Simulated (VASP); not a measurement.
# LaPb3 (Pm-3m) in VASP: notebook

The runs below take LaPb3 through single point, with LDA.

Everything below comes from runs of VASP 6.6.1. Logs are shortened: lines on timing, memory, paths and dates and some standing lists are left out, and cuts for length are marked.

## 1. Starting point

Symmetry: Pm-3m, No. 221, cubic system. Conventional cell: a = 4.893 Å, b = 4.893 Å, c = 4.893 Å, α = 90.00°, β = 90.00°, γ = 90.00°. La (site symmetry m-3m) is surrounded by 12 Pb at 3.46 Å. Pb (site symmetry 4/mmm) has 4 La at 3.46 Å and 8 Pb at 3.46 Å as nearest neighbours.

## 2. Single point, LDA

The input, INCAR:

```
PREC = Accurate
ENCUT = 520
EDIFF = 1E-7
ISMEAR = 0
SIGMA = 0.05
LREAL = False
LASPH = True
NELM = 100
ALGO = Normal
ISIF = 2
LWAVE = False
LCHARG = False
NBANDS = 34
```

The input, KPOINTS:

```
regular mesh
0
Gamma
  5 5 5
```

The input, POSCAR:

```
LaPb3
1.0
    4.8930000000      0.0000000000      0.0000000000
    0.0000000000      4.8930000000      0.0000000000
    0.0000000000      0.0000000000      4.8930000000
La Pb
1 3
Direct
    0.0000000000      0.0000000000      0.0000000000
    0.0000000000      0.5000000000      0.5000000000
    0.5000000000      0.0000000000      0.5000000000
    0.5000000000      0.5000000000      0.0000000000
```

Potentials or basis: VASP PAW LDA potentials, release 64 (La, Pb_d).

The run is started by

```
$ cat potpaw_LDA.64/La/POTCAR potpaw_LDA.64/Pb_d/POTCAR > POTCAR
$ mpirun -np 1 vasp_std > vasp.out
```

OUTCAR:

```text
PREC = Accurate
   ENCUT = 520
   EDIFF = 1E-7
   ISMEAR = 0
   LREAL = False
   LASPH = True
   NELM = 100
   ISIF = 2

 ion  position               nearest neighbor table
   1  0.000  0.000  0.000-   2 3.46   3 3.46   4 3.46   2 3.46   3 3.46   2 3.46   4 3.46   2 3.46
                             3 3.46   4 3.46   3 3.46   4 3.46
   2  0.000  0.500  0.500-   1 3.46   3 3.46   4 3.46   1 3.46   4 3.46   1 3.46   3 3.46   1 3.46
                             3 3.46   4 3.46   4 3.46   3 3.46
   3  0.500  0.000  0.500-   1 3.46   2 3.46   4 3.46   1 3.46   4 3.46   2 3.46   4 3.46   4 3.46
                             1 3.46   2 3.46   1 3.46   2 3.46
   4  0.500  0.500  0.000-   1 3.46   2 3.46   3 3.46   2 3.46   3 3.46   1 3.46   3 3.46   3 3.46
                             1 3.46   2 3.46   2 3.46   1 3.46

  LATTYP: Found a simple cubic cell.
 ALAT       =     4.8930000000

  Lattice vectors:

 A1 = (   4.8930000000,   0.0000000000,   0.0000000000)
 A2 = (   0.0000000000,   4.8930000000,   0.0000000000)
 A3 = (   0.0000000000,   0.0000000000,   4.8930000000)

Analysis of symmetry for initial positions (statically):
=====================================================================
 Subroutine PRICEL returns:
 Original cell was already a primitive cell.

 Routine SETGRP: Setting up the symmetry group for a
 simple cubic supercell.

 Subroutine GETGRP returns: Found 48 space group operations
 (whereof 48 operations were pure point group operations)
 out of a pool of 48 trial point group operations.

The static configuration has the point symmetry O_h .

Analysis of symmetry for dynamics (positions and initial velocities):
=====================================================================
 Subroutine PRICEL returns:
 Original cell was already a primitive cell.

 Routine SETGRP: Setting up the symmetry group for a
 simple cubic supercell.

 Subroutine GETGRP returns: Found 48 space group operations
 (whereof 48 operations were pure point group operations)
 out of a pool of 48 trial point group operations.

The dynamic configuration has the point symmetry O_h .

 Subroutine INISYM returns: Found 48 space group operations
 (whereof 48 operations are pure point group operations),
 and found     1 'primitive' translations

----------------------------------------------------------------------------------------

                                     Primitive cell

  volume of cell :     117.1455

  direct lattice vectors                    reciprocal lattice vectors
     4.893000000  0.000000000  0.000000000     0.204373595  0.000000000  0.000000000
     0.000000000  4.893000000  0.000000000     0.000000000  0.204373595  0.000000000
     0.000000000  0.000000000  4.893000000     0.000000000  0.000000000  0.204373595

  length of vectors
     4.893000000  4.893000000  4.893000000     0.204373595  0.204373595  0.204373595

  position of ions in fractional coordinates (direct lattice)
     0.000000000  0.000000000  0.000000000
     0.000000000  0.500000000  0.500000000
     0.500000000  0.000000000  0.500000000
     0.500000000  0.500000000  0.000000000

  ion indices of the primitive-cell ions
   primitive index   ion index
                 1           1
                 2           2
                 3           3
                 4           4

----------------------------------------------------------------------------------------

 KPOINTS: regular mesh

Automatic generation of k-mesh.
 Grid dimensions read from file:
 generate k-points for:    5    5    5

 Generating k-lattice:

  Cartesian coordinates                     Fractional coordinates (reciprocal lattice)
     0.040874719  0.000000000  0.000000000     0.200000000  0.000000000  0.000000000
     0.000000000  0.040874719  0.000000000     0.000000000  0.200000000  0.000000000
     0.000000000  0.000000000  0.040874719     0.000000000  0.000000000  0.200000000

  Length of vectors
     0.040874719  0.040874719  0.040874719

  Shift w.r.t. Gamma in fractional coordinates (k-lattice)
     0.000000000  0.000000000  0.000000000

 Subroutine IBZKPT returns following result:
 ===========================================

 Found     10 irreducible k-points:

 Following reciprocal coordinates:
            Coordinates               Weight
  0.000000  0.000000  0.000000      1.000000
  0.200000  0.000000  0.000000      6.000000
  0.400000  0.000000  0.000000      6.000000
  0.200000  0.200000  0.000000     12.000000
  0.400000  0.200000  0.000000     24.000000
  0.400000  0.400000  0.000000     12.000000
  0.200000  0.200000  0.200000      8.000000
  0.400000  0.200000  0.200000     24.000000
  0.400000  0.400000  0.200000     24.000000
  0.400000  0.400000  0.400000      8.000000
   k-points           NKPTS =     10   k-points in BZ     NKDIM =     10   number of bands    NBANDS=     34
   number of dos      NEDOS =    301   number of ions     NIONS =      4
   total plane-waves  NPLWV =  46656
   dimension x,y,z NGX =    36 NGY =   36 NGZ =   36
   dimension x,y,z NGXF=    72 NGYF=   72 NGZF=   72
   ions per type =               1   3
   NGX,Y,Z   is equivalent  to a cutoff of  12.23, 12.23, 12.23 a.u.
   NGXF,Y,Z  is equivalent  to a cutoff of  24.46, 24.46, 24.46 a.u.
 SYSTEM =  unknown system
   PREC   = accura    normal or accurate (medium, high low for compatibility)
   ISTART =      0    job   : 0-new  1-cont  2-samecut
   ICHARG =      2    charge: 1-file 2-atom 10-const
   ISPIN  =      1    spin polarized calculation?
   LNONCOLLINEAR =      F non collinear calculations
   LSORBIT =      F    spin-orbit coupling
   LASPH  =      T    aspherical Exc in radial PAW
   ENCUT  =  520.0 eV  38.22 Ry    6.18 a.u.   9.10  9.10  9.10*2*pi/ulx,y,z
   NELM   =    100;   NELMIN=  2; NELMDL= -5     # of ELM steps
   EDIFF  = 0.1E-06   stopping-criterion for ELM
   LREAL  =      F    real-space projection
   EDIFFG = 0.1E-05   stopping-criterion for IOM
   NSW    =      0    number of steps for IOM
   IBRION =     -1    ionic relax: 0-MD 1-quasi-New 2-CG
   NFREE  =      0    steps in history (QN), initial steepest desc. (CG)
   ISIF   =      2    stress and relaxation
   ISYM   =      2    0-nonsym 1-usesym 2-fastsym
   POTIM  = 0.5000    time-step for ionic-motion
   TEBEG  =    0.0;   TEEND  =   0.0 temperature during run
   PSTRESS=    0.0 pullay stress
   NELECT =      53.0000    total number of electrons
   NUPDOWN=      -1.0000    fix difference up-down
   EMIN   =  10.00;   EMAX   =-10.00  energy-range for DOS
[... 5 lines left out ...]
     AMIX     =   0.40;   BMIX     =  1.00
     AMIX_MAG =   1.60;   BMIX_MAG =  1.00
  volume/ion in A,a.u.               =      29.29       197.63
  Fermi-wavevector in a.u.,A,eV,Ry     =   1.256777  2.374964 21.490246  1.579489
  Thomas-Fermi vector in A             =   2.390468
   LORBIT       =      0    0 simple, 1 ext, 2 COOP (PROOUT), +10 PAW based schemes
   GGA     = CA    functional components
   LHFCALC =     F    Hartree Fock is set to
   AEXX    =    0.0000 exact exchange contribution
   IVDW    =     0    specifies the selected vdW correction
   LEPSILON=     F    determine dielectric tensor
   LRPA    =     F    only Hartree local field effects (RPA)
 non-spin polarized calculation
 Gauss-broadening in eV      SIGMA  =   0.05
  energy-cutoff  :      520.00
  volume of cell :      117.15
 maximum number of plane-waves:      3174
   NGX = 19   NGY = 19   NGZ = 19

 number of electron      53.0000001 magnetization

 Free energy of the ion-electron system (eV)
  ---------------------------------------------------
  ext. energy  EPLUGINS =         0.00000000
  ---------------------------------------------------
  free energy    TOTEN  =       -20.38407817 eV

  energy without entropy =      -20.38146165  energy(sigma->0) =      -20.38276991

 E-fermi :   7.9103     XC(G=0): -10.6647

 val. band max:        7.8988128114   @ k =   0.2000   0.2000   0.0000
 cond. band min:       8.2447880893   @ k =   0.4000   0.0000   0.0000
 fundamental gap:      0.3459752778
 Fermi energy:         7.9102705615

 k-point     1 :       0.0000    0.0000    0.0000
  band No.  band energies     occupation
      1     -24.7089      2.00000
      2      -8.8307      2.00000
      3      -8.8307      2.00000
      4      -8.8307      2.00000
      5      -8.8108      2.00000
      6      -8.6712      2.00000
[... 26 lines left out ...]
     33       9.9259      0.00000
     34       9.9261      0.00000

 k-point     2 :       0.2000    0.0000    0.0000
  band No.  band energies     occupation
      1     -24.7076      2.00000
      2      -8.8650      2.00000
      3      -8.8492      2.00000
      4      -8.8492      2.00000
      5      -8.8234      2.00000
      6      -8.6991      2.00000
[... 26 lines left out ...]
     33       9.8810      0.00000
     34       9.9614      0.00000

 k-point     3 :       0.4000    0.0000    0.0000
  band No.  band energies     occupation
      1     -24.7057      2.00000
      2      -8.9807      2.00000
      3      -8.9337      2.00000
      4      -8.9337      2.00000
      5      -8.8103      2.00000
      6      -8.6647      2.00000
[... 26 lines left out ...]
     33       9.9055      0.00000
     34       9.9448      0.00000
[... 186 lines left out ...]
 k-point     9 :       0.4000    0.4000    0.2000
  band No.  band energies     occupation
      1     -24.7026      2.00000
      2      -9.0168      2.00000
      3      -8.8383      2.00000
      4      -8.7897      2.00000
      5      -8.7278      2.00000
      6      -8.7043      2.00000
[... 26 lines left out ...]
     33       9.7797      0.00000
     34      10.0642      0.00000

 k-point    10 :       0.4000    0.4000    0.4000
  band No.  band energies     occupation
      1     -24.7015      2.00000
      2      -8.8864      2.00000
      3      -8.7383      2.00000
      4      -8.7142      2.00000
      5      -8.7142      2.00000
      6      -8.7013      2.00000
[... 26 lines left out ...]
     33       9.8467      0.00000
     34      10.7695      0.00000

------------------------ aborting loop because EDIFF is reached ----------------------------------------

  FORCE on cell =-STRESS in cart. coord.  units (eV):
  Direction    XX          YY          ZZ          XY          YZ          ZX
  --------------------------------------------------------------------------------------
  -------------------------------------------------------------------------------------
  Total       -1.4760231     -1.4760231     -1.4760231     -0.0000000      0.0000000      0.0000000
  in kB      -20.1872929    -20.1872929    -20.1872929     -0.0000000      0.0000000      0.0000000
  external PRESSURE =     -20.1872929 kB  Pullay stress =       0.0000000 kB

 VOLUME and BASIS-vectors are now :
 -----------------------------------------------------------------------------
  energy-cutoff  :      520.00
  volume of cell :      117.15
      direct lattice vectors                 reciprocal lattice vectors
     4.893000000  0.000000000  0.000000000     0.204373595  0.000000000  0.000000000
     0.000000000  4.893000000  0.000000000     0.000000000  0.204373595  0.000000000
     0.000000000  0.000000000  4.893000000     0.000000000  0.000000000  0.204373595

 POSITION                                       TOTAL-FORCE (eV/Angst)
 -----------------------------------------------------------------------------------
      0.00000      0.00000      0.00000         0.000000      0.000000      0.000000
      0.00000      2.44650      2.44650         0.000000      0.000000      0.000000
      2.44650      0.00000      2.44650         0.000000      0.000000      0.000000
      2.44650      2.44650      0.00000         0.000000      0.000000      0.000000
 -----------------------------------------------------------------------------------
    total drift:                                0.000000      0.000000      0.000000

  FREE ENERGIE OF THE ION-ELECTRON SYSTEM (eV)
  ---------------------------------------------------
  free  energy   TOTEN  =       -20.3840781723 eV

  energy  without entropy=      -20.3814616515  energy(sigma->0) =      -20.38276991
```

It took 16 s on 1 thread of Intel Xeon 6975P-C (Granite Rapids), shared host; peak memory 0.19 GiB.

What came out:

- Free energy: -20.3841 eV
- Pressure: -2.0 GPa
- Band gap on the k mesh: none (metal or under the smearing width)

Spin-orbit coupling is left out, which matters for the levels of La, Pb.

## 3. Single point, LDA

The input, INCAR:

```
SYSTEM = LaPb3
PREC = Accurate
ENCUT = 520
EDIFF = 1E-7
ISMEAR = 0
SIGMA = 0.05
LREAL = .FALSE.
LASPH = .TRUE.
NELM = 100
ALGO = Normal
ISIF = 2
LWAVE = .FALSE.
LCHARG = .FALSE.
GGA = CA
NBANDS = 34
```

The input, KPOINTS:

```
Automatic mesh
0
G
  2 2 2
  0 0 0
```

POSCAR is that of step 2.

Potentials or basis: VASP PAW LDA potentials, release 64 (La, Pb_d).

The run is started by

```
$ cat potpaw_LDA.64/La/POTCAR potpaw_LDA.64/Pb_d/POTCAR > POTCAR
$ mpirun -np 1 vasp_std > vasp.out
```

Wall time 8.2 s (1 thread of Intel Xeon 6975P-C (Granite Rapids), shared host); peak memory 0.18 GiB.

It converged, with:

| Quantity | Value |
| --- | --- |
| Free energy | -19.1710 eV |
| Pressure | 0.3 GPa |
| Band gap on the k mesh | none (metal or under the smearing width) |

Levels at points of the mesh, in eV from the Fermi level:
```
           k point  band 24  band 25  band 26  band 27  band 28  band 29
(0.00, 0.00, 0.00)    -2.54    -2.54     0.68     0.68     0.68     1.44
(0.50, 0.00, 0.00)    -2.56    -1.89    -0.36    -0.03    -0.03     0.70
(0.50, 0.50, 0.00)    -1.47    -1.47    -1.24     0.06     0.23     0.23
(0.50, 0.50, 0.50)    -2.72    -2.72    -2.72     1.56     1.56     1.56
```

Caveat: the k mesh is coarse (spacing up to 0.64 Å⁻¹), so the values aren't converged.
